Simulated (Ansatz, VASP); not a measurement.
# Two plane-wave programs on BiTe2N

```
CELL_PARAMETERS angstrom
-2.92801 2.92801 2.91847
2.92801 -2.92801 2.91847
2.92801 2.92801 -2.91847
ATOMIC_POSITIONS crystal
Bi 0.50000 0.50000 0.00000
Te 0.75000 0.25000 0.50000
Te 0.25000 0.75000 0.50000
N 0.00000 0.00000 0.00000
```

Alike in both runs: functional PBE; k mesh 4 × 4 × 4; occupations gaussian, width 0.1 eV; no spin polarisation.

Ansatz relaxed the structure, and its values are those at the end. VASP's run is a single point on that final structure, the one shown.

|  | VASP | Ansatz |
| --- | --- | --- |
| version | VASP 6.6.1 | Ansatz 0.2.0 |
| potentials or method | VASP PAW PBE potentials, release 64 (Bi_d, Te, N) | scalar-relativistic, plane waves, PAW |
| plane-wave cutoff (eV) | 520 | 420 |
| valence electrons in the cell | 32 | 52 |

```tsv
	VASP	Ansatz	Ansatz less VASP
gap on the k mesh at the Fermi level (eV)	none	none	-
pressure (GPa)	-0.2	-0.1	+0.07
```

A gap of «none» marks a metal or a gap that the smearing closes. The two sets of potentials don't hold the same shells in valence.

Caveats: the k mesh is coarse (spacing up to 0.38 Å⁻¹), so the values aren't converged; spin-orbit coupling is left out, which moves the levels of the heavy elements.
